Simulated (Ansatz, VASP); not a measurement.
**Ta2Al3: VASP beside Ansatz**

```
Ta Al
1.0
     4.36251    0.00000    0.00000
    -2.18126    3.77805    0.00000
     0.00000    0.00000    5.48227
Ta Al
2 3
Direct
  0.00000 0.00000 0.43198
  0.00000 0.00000 0.81360
  0.50000 0.00000 0.66387
  0.00000 0.50000 0.66387
  0.50000 0.50000 0.66387
```

Alike in both runs: task relaxation of cell and atoms; functional PBE; k mesh 6 × 6 × 4; occupations gaussian, width 0.1 eV; no spin polarisation.

```csv
,VASP,Ansatz
version,VASP 6.6.1,Ansatz 0.2.0
potentials or method,"VASP PAW PBE potentials, release 64 (Ta_pv, Al)","scalar-relativistic, plane waves, PAW"
plane-wave cutoff (eV),600,420
valence electrons in the cell,31,35
```

|  | VASP | Ansatz | Ansatz less VASP |
| --- | --- | --- | --- |
| gap on the k mesh at the Fermi level, each at its own relaxed structure (eV) | none | none | - |
| relaxed volume (Å³/atom) | 23.98 | 24.56 | +0.579 |
| relaxed cell length with the largest relative difference (Å) | 5.347 | 5.398 | +0.0514 |
| energy change over the relaxation (meV/atom) | -2069 | -2108 | -39.2 |

A gap of «none» marks a metal or a gap that the smearing closes. The two sets of potentials don't hold the same shells in valence.

Caveats: the volume moved by over 15 % at a fixed basis, so the end points are rough (VASP). The runs have no spin-orbit coupling, so splittings on Ta are missing.
